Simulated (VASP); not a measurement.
Consider the following.

```yaml
crystal:
  lattice:
    - [4.78026, 0.00000, 0.00000]
    - [0.00000, 4.78026, 0.00000]
    - [0.00000, 0.00000, 4.78026]
  atoms:
    - { symbol: Ag, position: [0.75000, 0.25000, 0.75000] }
    - { symbol: Ag, position: [0.25000, 0.75000, 0.75000] }
    - { symbol: Ag, position: [0.75000, 0.75000, 0.25000] }
    - { symbol: Ag, position: [0.25000, 0.25000, 0.25000] }
    - { symbol: O, position: [0.00000, 0.00000, 0.00000] }
    - { symbol: O, position: [0.50000, 0.50000, 0.50000] }
```

Level of theory: optB88-vdW, VASP's PBE PAW potentials (set 64) (plane waves; VASP). Settings: 520 eV cut-off, 7×7×7 Γ-centred mesh, tetrahedra with Blöchl corrections, potentials Ag O.

The cores are frozen, which limits the accuracy of field gradients.

**Question.** Give the principal components of the electric field gradient (V/Å²) and the asymmetry η at each nucleus.

**Answer.** 
```json
[
 {"atom": "Ag1", "Vxx": "84.1", "Vyy": "84.1", "Vzz": "-168.3", "η": "0.00"},
 {"atom": "Ag2", "Vxx": "84.1", "Vyy": "84.1", "Vzz": "-168.3", "η": "0.00"},
 {"atom": "Ag3", "Vxx": "84.1", "Vyy": "84.1", "Vzz": "-168.3", "η": "0.00"},
 {"atom": "Ag4", "Vxx": "84.1", "Vyy": "84.1", "Vzz": "-168.3", "η": "0.00"},
 {"atom": "O5", "Vxx": "0.0", "Vyy": "0.0", "Vzz": "0.0", "η": "-"},
 {"atom": "O6", "Vxx": "0.0", "Vyy": "0.0", "Vzz": "0.0", "η": "-"}
]
```

The compound is Ag2O in the cuprite structure. It was relaxed first.
